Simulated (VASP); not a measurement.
# Band gap of Bi2Se3 (R-3m) at a fixed cell without spin-orbit coupling: LDA to meta-GGAs, and their cost

With the atoms of Bi2Se3 held in the same places, the calculated band gap grows about eightfold, from 0.104 eV in LDA to 0.846 eV in TB-mBJ, when the functional is changed. No bond has moved, so the cause must lie in how each functional places the two band edges. This matters to anyone choosing a level for this material, because its electronic character depends on the order and spacing of those edges. We compare the fundamental gap of seven levels with one another, taking LDA as the reference. Spin-orbit coupling is off throughout, so these gaps are not set against a measured one. We also examine whether a single strength of gradient correction explains the rise.

## Calculations

A structure from a diffraction database. The cell as listed is held fixed for all levels. VASP 6.6.1, plane waves with PAW, cutoff 400 eV, k meshes 4×4×4, no spin polarisation; no spin-orbit coupling. Gaps are the smallest found on the mesh and, where run, along the symmetry lines. All ran on Intel(R) Xeon(R) 6975P-C (Granite Rapids), shared with other work, so times are rough. All levels use the PAW data sets made with PBE. Non-spherical gradient terms inside the PAW spheres (LASPH) are on in the rows so marked and off in the others; they change results slightly and raise the cost.

Notes on method and selection:

- All levels leave out spin-orbit coupling, which changes gaps by tenths of an eV where heavy atoms carry the band edges.
- Runs that did not converge, have known faults or may not be shown are not listed, and runs on Ansatz's PAW sets soft_1 and soft_2 are kept to separate tables.

Columns:

- pressure (GPa): pressure at the fixed cell (positive: the level prefers a larger cell).
- gap (eV): fundamental gap.
- direct gap (eV): smallest direct gap.
- cost (core-s): processor time of the level.

## Table of results

| member | pressure (GPa) | gap (eV) | direct gap (eV) | cost (core-s) | remark |
| --- | --- | --- | --- | --- | --- |
| TB-mBJ | – | 0.846 | 0.846 | 1800 | LASPH on |
| r2SCAN | 1.3 | 0.490 | 0.490 | 3200 | LASPH on |
| TPSS | 1.9 | 0.274 | 0.274 | 3400 | LASPH on |
| PBE | 2.4 | 0.226 | 0.226 | 1000 |  |
| AM05 | 0.0 | 0.200 | 0.200 | 1100 |  |
| PBEsol | −0.4 | 0.149 | 0.149 | 1000 |  |
| LDA | −1.7 | 0.104 | 0.104 | 1000 |  |

## Mechanism

The gap rises in the order LDA, PBEsol, AM05, PBE, TPSS, r2SCAN, TB-mBJ. The three gradient functionals (PBEsol, AM05 and PBE) lie within 0.122 eV of LDA. TPSS adds 0.048 eV to PBE, r2SCAN adds 0.264 eV and TB-mBJ 0.620 eV. Both edges lie at Γ at every level, so the gap is direct and the same k point is compared each time.

The simplest model treats a gradient functional as LDA plus a correction of adjustable strength. It rests on three assumptions.

1. The cell is fixed and the edge orbitals hardly change between levels.
2. The exchange-correlation energy is that of LDA plus λW, where W is the same gradient correction for all functionals and only the strength λ differs.
3. λ is small enough for first order to suffice.

The correction W adds a potential λw. To first order each edge moves by the average of λw over its own orbital, so the gap E becomes

E = E(LDA) + λA, with A = ⟨c|w|c⟩ − ⟨v|w|v⟩,

where c and v are the conduction and valence edge states. The gap opens if w raises the conduction edge more than the valence edge.

The same correction changes the pressure. Since P is minus the derivative of the energy with respect to volume,

P = P(LDA) + λB, with B = −dW/dV.

Eliminating λ gives

E = E(LDA) + s · (P − P(LDA)), with s = A/B.

This is a straight line with two constants, fixed by two members. The pressure does not cause the gap here: it serves as a second reading of λ. Among LDA and the three gradient functionals, gap and pressure do rise in the same order, as the model requires. The meta-GGAs break that order, since r2SCAN has a lower pressure than PBE but more than twice its gap.

## The model against the table

We fix the line on LDA and PBE, the two ends of the pressure range.

s = (0.226 − 0.104) / (2.4 + 1.7) = 0.122 / 4.1 = 0.0298 eV/GPa

The other four levels with a pressure then follow.

- PBEsol: 0.104 + 0.0298 × (−0.4 + 1.7) = 0.143 eV. The table has 0.149 eV, higher by 0.006 eV.
- AM05: 0.104 + 0.0298 × (0.0 + 1.7) = 0.155 eV. The table has 0.200 eV, higher by 0.200 − 0.155 = 0.045 eV.
- TPSS: 0.104 + 0.0298 × (1.9 + 1.7) = 0.211 eV. The table has 0.274 eV, higher by 0.274 − 0.211 = 0.063 eV.
- r2SCAN: 0.104 + 0.0298 × (1.3 + 1.7) = 0.193 eV. The table has 0.490 eV, higher by 0.490 − 0.193 = 0.297 eV.

The mean miss is (0.006 + 0.045 + 0.063 + 0.297) / 4 = 0.103 eV. For comparison, the mean of the four tabulated gaps is (0.149 + 0.200 + 0.274 + 0.490) / 4 = 0.278 eV. The largest deviation from it is that of r2SCAN, 0.490 − 0.278 = 0.212 eV, and the average deviation is (0.129 + 0.078 + 0.004 + 0.212) / 4 = 0.106 eV. The line is therefore practically no better than the mean.

Leaving out the meta-GGAs, for which the model was not derived, does not rescue it. For PBEsol and AM05 the mean miss is (0.006 + 0.045) / 2 = 0.026 eV, and the two gaps scatter about their own mean by the same 0.026 eV. The close agreement for PBEsol is a single case, and we do not use the line to estimate the gap of a further functional.

## Where the trend breaks

All four misses are positive: the line gives too small a gap each time.

For AM05 the miss is 0.045 eV. Its pressure is only 0.4 GPa above that of PBEsol, yet its gap is 0.051 eV larger, where the slope allows about 0.012 eV. The likely cause is the assumption of one common W: AM05 depends on the density gradient in a different way from the PBE family, so one strength need not describe both.

For r2SCAN the miss is 0.297 eV, larger than the PBE gap itself. Its energy depends on the kinetic-energy density, which adds a term acting on each orbital through that orbital's own gradient. Such a term can separate filled from empty states in a way that no common potential w does, and its usual effect is to widen the gap. TPSS has the same ingredient but misses by only 0.063 eV, so the form of the dependence matters more than its presence.

TB-mBJ lies outside the model. It is a potential designed to bring calculated gaps closer to measured ones, usually by widening them, and has no matching energy, hence no pressure.

## Cost against accuracy

LDA and the gradient functionals cost the same within the scatter, about 1000 core-s. r2SCAN takes 3200 / 1000 = 3.2 times as long as PBE and TPSS 3400 / 1000 = 3.4 times, part of which is due to the non-spherical terms switched on in those runs. For similar outlay, r2SCAN moves the gap by 0.264 eV from PBE and TPSS by only 0.048 eV. TB-mBJ, at 1800 core-s, makes the largest change but gives no pressure and so cannot be used to relax the cell. Further levels ran out of time before giving a gap, so the table covers only the cheaper end. For Bi2Se3 we would spend extra time first on adding spin-orbit coupling to a gradient functional, since that can change the order of the edges.

## Conclusions

At this fixed cell, gradient corrections open the LDA gap by 0.045 to 0.122 eV, while r2SCAN and TB-mBJ open it by several times more. A single strength of gradient correction, read from the pressure, does not explain the rise.

A decisive omitted effect is spin-orbit coupling. It shifts the edges by tenths of an eV, more than the whole spread from LDA to PBE and comparable with that of the full table. At Γ it lowers the Bi p state and raises the Se p state. This first closes the gap; in the accepted picture of Bi2Se3 the two states then change order and a gap reopens between them. A larger gap in this table therefore means a weaker tendency to invert, and not a better forecast of the measured gap.
